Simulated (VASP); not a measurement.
Calculation: r2SCAN meta-GGA, VASP's PBE PAW potentials (set 64) (plane waves; VASP).

A VASP calculation is set up with these files.

INCAR:
```
EDIFFG=-0.03
IBRION=2   # conjugate gradients
ISIF=2   # forces and stress, cell fixed
NELM=100
LREAL=.FALSE.
EDIFF=1E-5   # SCF stop (eV)
LASPH=.TRUE.   # aspherical one-centre terms
LWAVE=.TRUE.
LCHARG=.FALSE.
IDIPOL=3
ISMEAR=1
DIPOL=0.5 0.5 0.5
LDIPOL=.TRUE.
SIGMA=0.1   # width (eV)
NELMIN=4
ALGO=Normal
NSW=120
ENCUT=400   # plane-wave cut-off (eV)
LMIXTAU=.TRUE.
SYSTEM=Ca(211) slab
PREC=Normal
METAGGA=R2SCAN
```

POSCAR:
```
Ca(211) slab
1.0
  9.6520386602   0.0000000000   0.0000000000
  0.0000000000   3.9404282420   0.0000000000
  0.0000000000   0.0000000000  24.0801549081
Ca
8
Direct
  0.8327348841   0.2500000000   0.3369529373
  0.1607849667   0.7500000000   0.3811717044
  0.5031819535   0.2500000000   0.4294189269
  0.8327038853   0.7500000000   0.4745891413
  0.1672961147   0.2500000000   0.5254108587
  0.4968180465   0.7500000000   0.5705810731
  0.8392150333   0.2500000000   0.6188282956
  0.1672651159   0.7500000000   0.6630470627
```

KPOINTS:
```
Automatic mesh
0
Gamma
3 7 1
0 0 0
```

POTCAR, in this order: Ca_sv (PBE.64 set). Program: vasp_std.

The resulting files:

**OSZICAR**
```
...
DAV:   7    -0.535628016799E+02   -0.27650E-03   -0.16071E-04   704   0.525E-02    0.460E-03
DAV:   8    -0.535628560959E+02   -0.54416E-04   -0.29531E-05   736   0.274E-02    0.359E-03
DAV:   9    -0.535629130174E+02   -0.56921E-04   -0.20004E-05   608   0.221E-02    0.226E-03
DAV:  10    -0.535629708757E+02   -0.57858E-04   -0.25359E-05   576   0.257E-02    0.109E-03
DAV:  11    -0.535629952592E+02   -0.24384E-04   -0.12207E-05   584   0.177E-02    0.882E-04
DAV:  12    -0.535630134747E+02   -0.18216E-04   -0.90802E-06   560   0.143E-02    0.569E-04
DAV:  13    -0.535630283763E+02   -0.14902E-04   -0.67760E-06   536   0.150E-02    0.473E-04
DAV:  14    -0.535630408735E+02   -0.12497E-04   -0.48733E-06   504   0.146E-02    0.361E-04
DAV:  15    -0.535630456314E+02   -0.47578E-05   -0.31871E-06   480   0.976E-03
   5 F= -.53563046E+02 E0= -.53562610E+02  d E =-.151712E-02
       N       E                     dE             d eps       ncg     rms          rms(c)
DAV:   1    -0.535429344144E+02    0.20106E-01   -0.78274E+00   768   0.166E+01    0.617E-01
DAV:   2    -0.535414543267E+02    0.14801E-02   -0.30072E-01   808   0.322E+00    0.250E-01
DAV:   3    -0.535526563178E+02   -0.11202E-01   -0.69894E-02   800   0.141E+00    0.137E-01
DAV:   4    -0.535601745477E+02   -0.75182E-02   -0.10328E-02  1032   0.463E-01    0.634E-02
DAV:   5    -0.535615241532E+02   -0.13496E-02   -0.21636E-03  1008   0.210E-01    0.297E-02
DAV:   6    -0.535642768619E+02   -0.27527E-02   -0.20960E-03   768   0.203E-01    0.179E-02
DAV:   7    -0.535646753787E+02   -0.39852E-03   -0.59206E-04   928   0.104E-01    0.124E-02
DAV:   8    -0.535648047482E+02   -0.12937E-03   -0.86266E-05   704   0.372E-02    0.104E-02
DAV:   9    -0.535651345608E+02   -0.32981E-03   -0.14336E-04   672   0.461E-02    0.475E-03
DAV:  10    -0.535653649692E+02   -0.23041E-03   -0.11189E-04   616   0.470E-02    0.282E-03
DAV:  11    -0.535654560729E+02   -0.91104E-04   -0.78272E-05   608   0.445E-02    0.277E-03
DAV:  12    -0.535655410357E+02   -0.84963E-04   -0.53878E-05   552   0.378E-02    0.182E-03
DAV:  13    -0.535655961722E+02   -0.55136E-04   -0.34812E-05   592   0.293E-02    0.151E-03
DAV:  14    -0.535656121179E+02   -0.15946E-04   -0.85874E-06   560   0.151E-02    0.115E-03
DAV:  15    -0.535656626315E+02   -0.50514E-04   -0.15238E-05   560   0.172E-02    0.911E-04
DAV:  16    -0.535657096721E+02   -0.47041E-04   -0.16125E-05   544   0.222E-02    0.550E-04
DAV:  17    -0.535657342439E+02   -0.24572E-04   -0.15035E-05   552   0.160E-02    0.341E-04
DAV:  18    -0.535657326034E+02    0.16405E-05   -0.11215E-05   528   0.161E-02
   6 F= -.53565733E+02 E0= -.53565481E+02  d E =-.420410E-02
       N       E                     dE             d eps       ncg     rms          rms(c)
DAV:   1    -0.535616407906E+02    0.40935E-02   -0.14830E+00   768   0.721E+00    0.269E-01
DAV:   2    -0.535555810840E+02    0.60597E-02   -0.62928E-02   808   0.143E+00    0.110E-01
DAV:   3    -0.535604305871E+02   -0.48495E-02   -0.15622E-02   776   0.648E-01    0.584E-02
DAV:   4    -0.535640395818E+02   -0.36090E-02   -0.31066E-03   864   0.235E-01    0.266E-02
DAV:   5    -0.535642772542E+02   -0.23767E-03   -0.72882E-04   872   0.143E-01    0.140E-02
DAV:   6    -0.535653115829E+02   -0.10343E-02   -0.64421E-04   776   0.127E-01    0.827E-03
DAV:   7    -0.535656326778E+02   -0.32109E-03   -0.22452E-04   784   0.603E-02    0.603E-03
DAV:   8    -0.535656636356E+02   -0.30958E-04   -0.29551E-05   712   0.261E-02    0.508E-03
DAV:   9    -0.535657475567E+02   -0.83921E-04   -0.25702E-05   616   0.223E-02    0.321E-03
DAV:  10    -0.535658660958E+02   -0.11854E-03   -0.37714E-05   552   0.289E-02    0.144E-03
DAV:  11    -0.535658807234E+02   -0.14628E-04   -0.21138E-05   608   0.298E-02    0.128E-03
DAV:  12    -0.535659183596E+02   -0.37636E-04   -0.17300E-05   576   0.257E-02    0.808E-04
DAV:  13    -0.535659459370E+02   -0.27577E-04   -0.14122E-05   544   0.238E-02    0.658E-04
DAV:  14    -0.535659579767E+02   -0.12040E-04   -0.47083E-06   536   0.126E-02    0.519E-04
DAV:  15    -0.535659747962E+02   -0.16820E-04   -0.47845E-06   528   0.112E-02    0.433E-04
DAV:  16    -0.535659847796E+02   -0.99833E-05   -0.50188E-06   504   0.114E-02
   7 F= -.53565985E+02 E0= -.53565809E+02  d E =-.445627E-02
       N       E                     dE             d eps       ncg     rms          rms(c)
DAV:   1    -0.535625977479E+02    0.33770E-02   -0.19513E+00   768   0.766E+00    0.305E-01
DAV:   2    -0.535492957103E+02    0.13302E-01   -0.89167E-02   816   0.156E+00    0.131E-01
DAV:   3    -0.535610294127E+02   -0.11734E-01   -0.23981E-02   808   0.681E-01    0.690E-02
DAV:   4    -0.535665396006E+02   -0.55102E-02   -0.37961E-03   920   0.227E-01    0.370E-02
DAV:   5    -0.535660630436E+02    0.47656E-03   -0.76033E-04   960   0.119E-01    0.158E-02
DAV:   6    -0.535678405046E+02   -0.17775E-02   -0.10445E-03   768   0.132E-01    0.116E-02
DAV:   7    -0.535681287566E+02   -0.28825E-03   -0.31008E-04   744   0.766E-02    0.757E-03
DAV:   8    -0.535682221710E+02   -0.93414E-04   -0.67030E-05   752   0.311E-02    0.680E-03
DAV:   9    -0.535682820089E+02   -0.59838E-04   -0.19372E-05   592   0.221E-02    0.529E-03
DAV:  10    -0.535684051857E+02   -0.12318E-03   -0.60592E-05   528   0.355E-02    0.195E-03
DAV:  11    -0.535684444691E+02   -0.39283E-04   -0.43383E-05   632   0.271E-02    0.157E-03
DAV:  12    -0.535685183637E+02   -0.73895E-04   -0.31588E-05   544   0.273E-02    0.122E-03
DAV:  13    -0.535685531334E+02   -0.34770E-04   -0.14963E-05   576   0.203E-02    0.829E-04
DAV:  14    -0.535685693675E+02   -0.16234E-04   -0.60629E-06   544   0.119E-02    0.834E-04
DAV:  15    -0.535685886455E+02   -0.19278E-04   -0.74442E-06   544   0.138E-02    0.749E-04
DAV:  16    -0.535686287248E+02   -0.40079E-04   -0.12714E-05   528   0.203E-02    0.427E-04
DAV:  17    -0.535686390622E+02   -0.10337E-04   -0.54140E-06   512   0.132E-02    0.313E-04
DAV:  18    -0.535686427987E+02   -0.37365E-05   -0.88770E-06   512   0.145E-02
   8 F= -.53568643E+02 E0= -.53568594E+02  d E =-.265802E-02
       N       E                     dE             d eps       ncg     rms          rms(c)
DAV:   1    -0.535209226096E+02    0.47716E-01   -0.17585E+01   768   0.230E+01    0.906E-01
DAV:   2    -0.535165328576E+02    0.43898E-02   -0.67086E-01   808   0.452E+00    0.379E-01
DAV:   3    -0.535531437407E+02   -0.36611E-01   -0.15877E-01   808   0.182E+00    0.211E-01
DAV:   4    -0.535677229592E+02   -0.14579E-01   -0.20018E-02  1032   0.615E-01    0.116E-01
DAV:   5    -0.535669316749E+02    0.79128E-03   -0.48893E-03  1176   0.269E-01    0.452E-02
DAV:   6    -0.535717657986E+02   -0.48341E-02   -0.43949E-03   768   0.271E-01    0.283E-02
DAV:   7    -0.535713345605E+02    0.43124E-03   -0.12603E-03   888   0.170E-01    0.177E-02
DAV:   8    -0.535717983168E+02   -0.46376E-03   -0.82119E-04   856   0.128E-01    0.134E-02
DAV:   9    -0.535720164483E+02   -0.21813E-03   -0.53576E-04   848   0.980E-02    0.718E-03
DAV:  10    -0.535724689299E+02   -0.45248E-03   -0.42241E-04   680   0.757E-02    0.430E-03
DAV:  11    -0.535725098171E+02   -0.40887E-04   -0.51555E-05   768   0.268E-02    0.539E-03
DAV:  12    -0.535725490357E+02   -0.39219E-04   -0.78683E-06   616   0.136E-02    0.489E-03
DAV:  13    -0.535726702585E+02   -0.12122E-03   -0.80159E-05   560   0.326E-02    0.377E-03
DAV:  14    -0.535727429293E+02   -0.72671E-04   -0.40431E-05   624   0.291E-02    0.402E-03
DAV:  15    -0.535728262597E+02   -0.83330E-04   -0.20120E-05   544   0.215E-02    0.307E-03
DAV:  16    -0.535729504762E+02   -0.12422E-03   -0.23180E-05   616   0.223E-02    0.213E-03
DAV:  17    -0.535730453913E+02   -0.94915E-04   -0.24113E-05   552   0.226E-02    0.953E-04
DAV:  18    -0.535730757786E+02   -0.30387E-04   -0.17422E-05   544   0.204E-02    0.656E-04
DAV:  19    -0.535731383984E+02   -0.62620E-04   -0.32831E-05   600   0.309E-02    0.658E-04
DAV:  20    -0.535731423929E+02   -0.39945E-05   -0.18358E-05   520   0.197E-02
   9 F= -.53573142E+02 E0= -.53573450E+02  d E =-.715761E-02
```

OUTCAR:
```
------------------------ aborting loop because EDIFF is reached ----------------------------------------
  FORCE on cell =-STRESS in cart. coord.  units (eV):
  Direction    XX          YY          ZZ          XY          YZ          ZX
  --------------------------------------------------------------------------------------
  Total       -1.0857714     -0.3396775     -0.2043039      0.0000000      0.0000000      0.1688533
  in kB       -1.8994472     -0.5942313     -0.3574090      0.0000000      0.0000000      0.2953917
  external PRESSURE =      -0.9503625 kB  Pullay stress =       0.0000000 kB
  volume of cell :      915.84
      direct lattice vectors                 reciprocal lattice vectors
     9.652038660  0.000000000  0.000000000     0.103605055  0.000000000  0.000000000
     0.000000000  3.940428242  0.000000000     0.000000000  0.253779523  0.000000000
     0.000000000  0.000000000 24.080154908     0.000000000  0.000000000  0.041527972
 POSITION                                       TOTAL-FORCE (eV/Angst)
 -----------------------------------------------------------------------------------
      7.98347      0.98511      8.17004        -0.007058      0.000000      0.012742
      1.52150      2.95532      9.21705        -0.019759      0.000000     -0.000156
      4.80366      0.98511     10.34570         0.007828     -0.000000      0.003206
      8.02817      2.95532     11.47358        -0.014575     -0.000000     -0.010350
      1.62386      0.98511     12.60657         0.014575     -0.000000      0.010350
      4.84837      2.95532     13.73445        -0.007828     -0.000000     -0.003206
      8.13053      0.98511     14.86311         0.019759     -0.000000      0.000156
      1.66857      2.95532     15.91012         0.007058     -0.000000     -0.012742
 -----------------------------------------------------------------------------------
    total drift:                                0.000000     -0.000000      0.000000
  FREE ENERGIE OF THE ION-ELECTRON SYSTEM (eV)
  ---------------------------------------------------
  free  energy   TOTEN  =       -53.5731423929 eV

  energy  without entropy=      -53.5740654918  energy(sigma->0) =      -53.57345009

 reached required accuracy - stopping structural energy minimisation
```
(Selected blocks of OUTCAR.)

### CONTCAR
```
Ca(211) slab
   1.00000000000000
     9.6520386602000006    0.0000000000000000    0.0000000000000000
     0.0000000000000000    3.9404282419999999    0.0000000000000000
     0.0000000000000000    0.0000000000000000   24.0801549080999990
  Ca
     8
Direct
     0.8271274409149486    0.2500000000000000    0.3392850208131150
     0.1576355014387577    0.7500000000000000    0.3827653837243268
     0.4976839161924278    0.2500000000000000    0.4296360901942226
     0.8317594200978593    0.7500000000000000    0.4764746576276097
     0.1682405799021407    0.2500000000000000    0.5235253423723903
     0.5023160838075723    0.7500000000000000    0.5703639098057774
     0.8423644985612422    0.2500000000000000    0.6172346162756733
     0.1728725590850515    0.7500000000000000    0.6607149791868849
```

The cell is a thin slab with vacuum, built from Ca (fcc): (211) face.
